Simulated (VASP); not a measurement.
Input:

```xyz
2
Lattice="0.0000 3.1477 3.1477 3.1477 0.0000 3.1477 3.1477 3.1477 0.0000" Properties=species:S:1:pos:R:3 pbc="T T T"
Cd     3.1477     6.2953     3.1477
Se     1.5738     1.5738     1.5738
```

All values below come from RPBE GGA, VASP's PBE PAW potentials (set 64) (plane waves; VASP 6.6.1). Run with 520 eV cut-off, Gaussian smearing of 0.050 eV, potentials Cd Se.

Problem. Give the energies of bands 7 to 11 at the high-symmetry points, in eV from the valence-band maximum.

Solution. 
```tsv
band	Γ	X	U	L	W
7	0.00	-3.59	-3.51	-3.77	-3.48
8	0.00	-1.51	-2.06	-0.61	-1.84
9	0.00	-1.51	-1.23	-0.61	-1.77
10	0.57	3.50	3.79	2.38	4.64
11	5.99	3.72	5.06	6.49	5.38
```

The gap is direct, 0.57 eV, from the valence maximum at Γ to the conduction minimum at Γ.

The compound is CdSe in the zinc blende structure, whereas wurtzite is the usual form. It was relaxed first, which changed the volume by +13 %.
